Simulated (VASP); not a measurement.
Crystal: SnH2.

```
Sn H
1.0
     0.00000    2.65451    2.65451
     2.65451    0.00000    2.65451
     2.65451    2.65451    0.00000
Sn H
1 2
Direct
  0.00000 0.00000 0.00000
  0.25000 0.25000 0.25000
  0.75000 0.75000 0.75000
```

The cell was built by a generator and needn't be a form met in nature.

Base run:

```yaml
Program: VASP 6.6.1
Functional: LDA
Potentials_or_basis: VASP PAW LDA potentials, release 64 (Sn_d, H)
Cutoff: 520 eV
k_mesh: 8 × 8 × 8
Occupations: fermi-dirac, width 0.02 eV
Spin: no spin polarisation
```

Its results: band gap on the k mesh none (metal or under the smearing width); pressure -2.7 GPa.

Task: The run is repeated on the same cell with these changes: functional from LDA to PBE; potentials or basis from VASP PAW LDA potentials, release 64 (Sn_d, H) to VASP PAW PBE potentials, release 64 (Sn_d, H). What comes out?

Result: Band gap on the k mesh none (metal or under the smearing width); pressure 1.2 GPa.
